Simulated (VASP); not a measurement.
Given:

```yaml
crystal:
  lattice:
    - [0.00000, 1.73272, 1.73272]
    - [1.73272, 0.00000, 1.73272]
    - [1.73272, 1.73272, 0.00000]
  atoms:
    - { symbol: Ni, position: [0.00000, 0.00000, 0.00000], spin: 0.8 }
```

Level of theory: r2SCAN+rVV10, VASP's PBE PAW potentials (set 64) (plane waves; VASP). Settings: 400 eV cut-off, 20×20×20 Γ-centred mesh, tetrahedra with Blöchl corrections, potentials Ni.

### Question
Tabulate the total density of states (states/eV per cell) against energy (eV; zero at the valence-band maximum or, without a gap, the Fermi level).

### Answer

```csv
E (eV),DOS (states/eV)
-9.98,0.00
-9.43,0.04
-8.88,0.06
-8.33,0.08
-7.78,0.10
-7.23,0.13
-6.68,0.16
-6.02,0.23
-5.47,0.47
-4.92,1.04
-4.37,1.47
-3.82,1.41
-3.27,1.95
-2.71,2.09
-2.17,2.18
-1.61,2.83
-1.06,3.64
-0.51,1.00
0.15,1.93
0.70,0.32
1.25,0.29
1.80,0.27
2.35,0.26
2.90,0.24
3.45,0.22
```
Within 2 eV below the Fermi level the largest weight inside VASP's projection spheres is Ni d.

The structure comes from a measured Ni entry (Fm-3m) of the Crystallography Open Database, whose conditions weren't checked. It was relaxed first.
